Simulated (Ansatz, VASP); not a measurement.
# TiOF (TiOF (P4/mmm)): VASP beside Ansatz, part 2 of 2

Aim: how closely do two programs agree when they are given the same cell, functional and k mesh? The cell is taken from a series of runs on this material, whose earlier steps may have relaxed, scaled, displaced or heated it; both programs get it as it stands.

VASP 6.6.1 and Ansatz 0.2.0.

So far: Set-up; Ansatz: relaxation of cell and atoms, r2SCAN.

## 3. VASP: relaxation of cell and atoms, r2SCAN

Level of this step: r2SCAN, no spin polarisation; plane waves and PAW (Ti_sv, O, F) (VASP).

The same cell, functional, mesh and smearing now go to VASP, with its own data sets.

Lines of VASP's logs that name or quote its potential files are left out, and so is its time.

Contents of INCAR:

```
SYSTEM = TiOF
PREC = Accurate
ENCUT = 660
EDIFF = 1E-07
NELM = 120
ISMEAR = -1
SIGMA = 0.05
LREAL = .FALSE.
ALGO = Normal
METAGGA = R2SCAN
LASPH = .TRUE.
NBANDS = 18
LORBIT = 11
LWAVE = .FALSE.
LCHARG = .FALSE.
ISIF = 3
IBRION = 2
NSW = 80
EDIFFG = -0.005
GGA_COMPAT = .FALSE.
NELMIN = 4
LMIXTAU = .TRUE.
KPAR = 2
```

Contents of POSCAR:

```
TiOF
1.0
    2.8624600000      0.0000000000      0.0000000000
    0.0000000000      2.8624600000      0.0000000000
    0.0000000000      0.0000000000      3.9352060000
Ti O F
1 1 1
Direct
    0.0000000000      0.0000000000      0.0000000000
    0.5000000000      0.5000000000      0.0000000000
    0.0000000000      0.0000000000      0.5000000000
```

Contents of KPOINTS:

```
Automatic mesh
0
Gamma
13 13 10
0 0 0
```

Potentials, in the order of the species: Ti_sv, O and F (PBE family, release 64).

On the command line:

```sh
$ mpirun -np 2 vasp_std
```

Numbers of over 12 decimals in the logs are rounded to 6 here.

The program printed:

```text
[banner, memory and clock lines left out]
running    2 mpi-ranks, on    1 nodes
 distrk:  each k-point on    1 cores,    2 groups
 distr:  one band on    1 cores,    1 groups

 POSCAR found type information on POSCAR TiO F
 POSCAR found :  3 types and       3 ions
|                                                                             |
|               ----> ADVICE to this user running VASP <----                  |
|                                                                             |
|     You enforced a specific xc type in the INCAR file but a different       |
|     [... a line on the potential file left out ...]
|     I HOPE YOU KNOW WHAT YOU ARE DOING!                                     |
|                                                                             |

 LDA part: xc-table for (None), standard interpolation
 POSCAR, INCAR and KPOINTS ok, starting setup
 FFT: planning ... GRIDC
 FFT: planning ... GRID_SOFT
 FFT: planning ... GRID
 WAVECAR not read
 entering main loop
       N       E                     dE             d eps       ncg     rms          rms(c)
DAV:   1     0.306765780855E+03    0.30677E+03   -0.15791E+04  6048   0.191E+03
DAV:   2    -0.154777633263E+02   -0.32224E+03   -0.31107E+03  6674   0.498E+02
DAV:   3    -0.434683785670E+02   -0.27991E+02   -0.27650E+02  6722   0.150E+02
DAV:   4    -0.448282604679E+02   -0.13599E+01   -0.13557E+01  9370   0.292E+01
DAV:   5    -0.448501375862E+02   -0.21877E-01   -0.21870E-01  7192   0.356E+00    0.184E+01
DAV:   6    -0.329883040092E+02    0.11862E+02   -0.19799E+01  6904   0.707E+01    0.443E+00
DAV:   7    -0.317613549090E+02    0.12269E+01   -0.14294E+00  6742   0.120E+01    0.349E+00
DAV:   8    -0.337634444889E+02   -0.20021E+01   -0.79016E-01  6182   0.101E+01    0.179E+00
DAV:   9    -0.314683761724E+02    0.22951E+01   -0.85700E-01  6148   0.918E+00    0.751E-01
DAV:  10    -0.321105920981E+02   -0.64222E+00   -0.25119E-01  6142   0.515E+00    0.388E-01
DAV:  11    -0.319968513413E+02    0.11374E+00   -0.25094E-02  6054   0.166E+00    0.237E-01
DAV:  12    -0.321724033202E+02   -0.17555E+00   -0.85701E-02  6056   0.290E+00    0.123E-01
DAV:  13    -0.321735798927E+02   -0.11766E-02   -0.16849E-03  6754   0.438E-01    0.120E-01
DAV:  14    -0.321740612668E+02   -0.48137E-03   -0.85348E-05  6672   0.925E-02    0.983E-02
DAV:  15    -0.321746237905E+02   -0.56252E-03   -0.54175E-04  6152   0.249E-01    0.555E-02
DAV:  16    -0.321759052466E+02   -0.12815E-02   -0.76537E-04  6090   0.291E-01    0.281E-02
DAV:  17    -0.321758859903E+02    0.19256E-04   -0.58992E-05  6312   0.826E-02    0.269E-02
DAV:  18    -0.321758953747E+02   -0.93844E-05   -0.20875E-06  7890   0.141E-02    0.336E-02
DAV:  19    -0.321758891072E+02    0.62675E-05   -0.18315E-05  6146   0.424E-02    0.673E-03
DAV:  20    -0.321759175398E+02   -0.28433E-04   -0.99034E-06  6060   0.386E-02    0.281E-03
DAV:  21    -0.321759169655E+02    0.57429E-06   -0.24271E-07  5704   0.551E-03    0.253E-03
DAV:  22    -0.321759173303E+02   -0.36483E-06   -0.16054E-07  3788   0.422E-03    0.948E-04
DAV:  23    -0.321759177945E+02   -0.46417E-06   -0.20303E-07  4808   0.523E-03    0.371E-04
DAV:  24    -0.321759177691E+02    0.25408E-07   -0.21080E-08  3224   0.168E-03
   1 F= -.32175918E+02 E0= -.32170780E+02  d E =-.321759E+02
 curvature:   0.00 expect dE= 0.000E+00 dE for cont linesearch  0.000E+00
 trial: gam= 0.00000 g(F)=  0.000E+00 g(S)=  0.674E-04 ort = 0.000E+00 (trialstep = 0.100E+01)
 search vector abs. value=  0.674E-04
 bond charge predicted
       N       E                     dE             d eps       ncg     rms          rms(c)
DAV:   1    -0.321764445552E+02   -0.52676E-03   -0.15646E-02  7228   0.162E+00    0.194E-01
DAV:   2    -0.321759610103E+02    0.48354E-03   -0.15377E-03  6334   0.457E-01    0.693E-02
DAV:   3    -0.321759028192E+02    0.58191E-04   -0.33558E-04  7304   0.168E-01    0.154E-02
DAV:   4    -0.321759069674E+02   -0.41482E-05   -0.27648E-05  6120   0.631E-02    0.946E-03
DAV:   5    -0.321758955895E+02    0.11378E-04   -0.72056E-05  7416   0.745E-02    0.893E-03
DAV:   6    -0.321759199854E+02   -0.24396E-04   -0.20444E-05  6136   0.446E-02    0.560E-03
DAV:   7    -0.321759203296E+02   -0.34412E-06   -0.57308E-07  7180   0.801E-03    0.455E-03
DAV:   8    -0.321759203205E+02    0.90768E-08   -0.12851E-06  6612   0.932E-03    0.375E-03
DAV:   9    -0.321759216719E+02   -0.13514E-05   -0.86425E-07  6060   0.999E-03    0.782E-04
DAV:  10    -0.321759216448E+02    0.27044E-07   -0.68302E-08  3376   0.319E-03
   2 F= -.32175922E+02 E0= -.32170804E+02  d E =-.387576E-05
 trial-energy change:   -0.000004  1 .order   -0.000005   -0.000067    0.000058
 step:   0.5280(harm=  0.5366)  dis= 0.00000  next Energy=   -32.175935 (dE=-0.177E-04)
 bond charge predicted
       N       E                     dE             d eps       ncg     rms          rms(c)
DAV:   1    -0.321760518155E+02   -0.13014E-03   -0.34829E-03  7212   0.766E-01    0.914E-02
DAV:   2    -0.321759476286E+02    0.10419E-03   -0.34260E-04  6332   0.216E-01    0.327E-02
DAV:   3    -0.321759350310E+02    0.12598E-04   -0.75053E-05  7296   0.792E-02    0.726E-03
DAV:   4    -0.321759349473E+02    0.83726E-07   -0.62474E-06  6120   0.299E-02    0.449E-03
DAV:   5    -0.321759301284E+02    0.48189E-05   -0.16487E-05  7366   0.358E-02    0.422E-03
DAV:   6    -0.321759357657E+02   -0.56373E-05   -0.46169E-06  6112   0.211E-02    0.265E-03
DAV:   7    -0.321759357837E+02   -0.17943E-07   -0.11785E-07  4750   0.366E-03
   3 F= -.32175936E+02 E0= -.32170809E+02  d E =-.180146E-04
 curvature:  -0.27 expect dE=-0.373E-06 dE for cont linesearch -0.648E-07
 trial: gam= 0.00000 g(F)=  0.175E-64 g(S)=  0.139E-05 ort =-0.403E-05 (trialstep = 0.906E+00)
 search vector abs. value=  0.139E-05
 reached required accuracy - stopping structural energy minimisation
```

From OUTCAR (step 3):

```text
ion  position               nearest neighbor table
   1  0.000  0.000  0.000-   3 1.97   3 1.97   2 2.02   2 2.02   2 2.02   2 2.02
   2  0.500  0.500  0.000-   1 2.02   1 2.02   1 2.02   1 2.02
   3  0.000  0.000  0.500-   1 1.97   1 1.97

  LATTYP: Found a simple tetragonal cell.
 ALAT       =     2.8624600000
 C/A-ratio  =     1.3747636648

 Subroutine GETGRP returns: Found 16 space group operations
 (whereof 16 operations were pure point group operations)

The static configuration has the point symmetry D_4h.

 Found    168 irreducible k-points:

   k-points           NKPTS =    168   k-points in BZ     NKDIM =    168   number of bands    NBANDS=     18

   dimension x,y,z NGX =    24 NGY =   24 NGZ =   36
   dimension x,y,z NGXF=    48 NGYF=   48 NGZF=   72

   ENCUT  =  660.0 eV  48.51 Ry    6.96 a.u.   6.00  6.00  8.24*2*pi/ulx,y,z

   NELECT =      25.0000    total number of electrons

 k-points in reciprocal lattice and weights: Automatic mesh
   0.00000000  0.00000000  0.00000000       0.001
   0.07692308  0.00000000  0.00000000       0.002
   0.15384615  0.00000000  0.00000000       0.002
   0.23076923  0.00000000  0.00000000       0.002
   0.30769231  0.00000000  0.00000000       0.002
   0.38461538  0.00000000  0.00000000       0.002
   0.46153846  0.00000000  0.00000000       0.002
   0.07692308  0.07692308  0.00000000       0.002
   0.15384615  0.07692308  0.00000000       0.005
[...]
0.46153846  0.38461538  0.50000000       0.005
   0.46153846  0.46153846  0.50000000       0.002

 average (electrostatic) potential at core
       1 -80.2335       2 -73.9442       3 -79.0303

 E-fermi :   7.1123

 k-point     1 :       0.0000    0.0000    0.0000
  band No.  band energies     occupation
    ...
      9       0.6524      2.00000
     10       2.1579      2.00000
     11       2.1579      2.00000
     12       2.1963      2.00000
     13       4.5197      2.00000
     14       7.6946      0.00002
     15       7.6946      0.00002
     16       8.0775      0.00000
     17       8.3853      0.00000
     18      11.1979      0.00000

 k-point     2 :       0.0769    0.0000    0.0000
  band No.  band energies     occupation
    ...
      9       0.6509      2.00000
     10       1.8213      2.00000
     11       1.9582      2.00000
     12       2.1310      2.00000
     13       4.8092      2.00000
     14       7.7075      0.00001
     15       7.7271      0.00001
     16       8.3718      0.00000
     17       8.4741      0.00000
     18      11.4082      0.00000

 k-point     3 :       0.1538    0.0000    0.0000
  band No.  band energies     occupation
    ...
      9       0.6316      2.00000
     10       1.1052      2.00000
     11       1.4967      2.00000
     12       1.9472      2.00000
     13       5.4576      2.00000
     14       7.7433      0.00001
     15       7.8198      0.00000
     16       8.6899      0.00000
     17       9.1189      0.00000
     18      11.9903      0.00000

  Total        0.0029536      0.0029536      0.0083094      0.0000000      0.0000000     -0.0000000
  in kB        0.1468753      0.1468753      0.4132011      0.0000000      0.0000000     -0.0000000
  external PRESSURE =       0.2356505 kB  Pullay stress =       0.0000000 kB

  energy-cutoff  :      660.00
  volume of cell :       32.22
      direct lattice vectors                 reciprocal lattice vectors
     2.861348122  0.000000000  0.000000000     0.349485612 -0.000000000 -0.000000000
     0.000000000  2.861348122 -0.000000000    -0.000000000  0.349485612  0.000000000
     0.000000000 -0.000000000  3.935283888    -0.000000000  0.000000000  0.254111273

 POSITION                                       TOTAL-FORCE (eV/Angst)
 -----------------------------------------------------------------------------------
      0.00000      0.00000      0.00000         0.000000     -0.000000      0.000000
      1.43067      1.43067      0.00000        -0.000000      0.000000      0.000000
      0.00000     -0.00000      1.96764         0.000000     -0.000000      0.000000
 -----------------------------------------------------------------------------------
    total drift:                                0.000000     -0.000000     -0.000000

  FREE ENERGIE OF THE ION-ELECTRON SYSTEM (eV)
  ---------------------------------------------------
  free  energy   TOTEN  =       -32.1759357837 eV

  energy  without entropy=      -32.1656813436  energy(sigma->0) =      -32.17080856

 reached required accuracy - stopping structural energy minimisation

 total charge
# of ion       s       p       d       tot
------------------------------------------
    1        2.168   6.211   1.827  10.206
    2        1.562   3.545   0.000   5.107
    3        1.737   4.418   0.000   6.155
--------------------------------------------------
tot          5.467  14.174   1.827  21.468

[... 3 further parts left out ...]
```

This run has no spin polarisation, so a moment on Ti, if there is one, isn't seen. Its electron count is odd, so without a moment it is a metal by construction. The PAW data sets were made with PBE, which is usual practice but a small mismatch for other functionals. The run keeps the 16 symmetry operations of its start, so it cannot find a distortion of lower symmetry.

## 4. Differences

Known differences besides the potentials themselves: VASP keeps PBE cores, Ansatz makes them for the functional; the cutoff is 500 eV in Ansatz and 660 eV in VASP; Ansatz adds a Pulay correction to the stress that steers its cell, VASP none; in our runs with r2SCAN, forces from VASP's data set Ti_sv part from Ansatz's all-electron ones, so neither program is the reference here. Total energies have different zeros and are not compared.

Both answers:

| quantity | Ansatz | VASP | difference |
| --- | --- | --- | --- |
| volume (Å³) | 32.10 | 32.22 | -0.36 % |
| edge a after relaxation, in the typed setting (Å) | 2.858 | 2.861 | -0.11 % |
| edge c after relaxation, in the typed setting (Å) | 3.930 | 3.935 | -0.14 % |

## 5. Summary of results

| Item | Value |
| --- | --- |
| difference in volume (relaxation of cell and atoms, r2SCAN) | -0.36 % |

In words: The difference in volume is -0.36 % (relaxation of cell and atoms, r2SCAN), within the 1.2 % picked in this series as the mark of a large difference, as far as the stopping tolerances let one tell. How closely two codes agree says nothing of how well the functional describes the real material.

[Lines on the potential files, build, host, timing and source positions are cut from VASP's logs without a mark.]

[Logs are printed without paths, hosts, clocks, repeated set-up lines and the standing remarks that a program may print on its own settings, such as how far it seeks lower states.]

[Hosts, paths, dates, database ids (printed as entryN), source tags and the programs' standing remarks are cut or masked in the printed files.]
